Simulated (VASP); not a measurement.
Given:

```xyz
2
Lattice="0.0000 2.3543 2.3543 2.3543 0.0000 2.3543 2.3543 2.3543 0.0000" Properties=species:S:1:pos:R:3 pbc="T T T"
Ca     0.0000     0.0000     0.0000
O      2.3543     2.3543     2.3543
```

Calculation: PBE GGA, VASP's PBE PAW potentials (set 64) (plane waves; VASP). Settings: 400 eV cut-off, 12×12×12 Γ-centred mesh, Fermi-Dirac smearing of 0.020 eV, potentials Ca_sv O.

At this cut-off the stress carries a Pulay error, which pulls relaxed volumes low.

Q: Give the stress tensor in GPa (positive for a compressed cell).

A: 
```
6.78  0.00  0.00
0.00  6.78  0.00
0.00  0.00  6.78
```
The pressure is its mean diagonal, 6.78 GPa.

The structure comes from a computed database's CaO entry; how it stands against other phases isn't given here. The cell was not relaxed at this level.
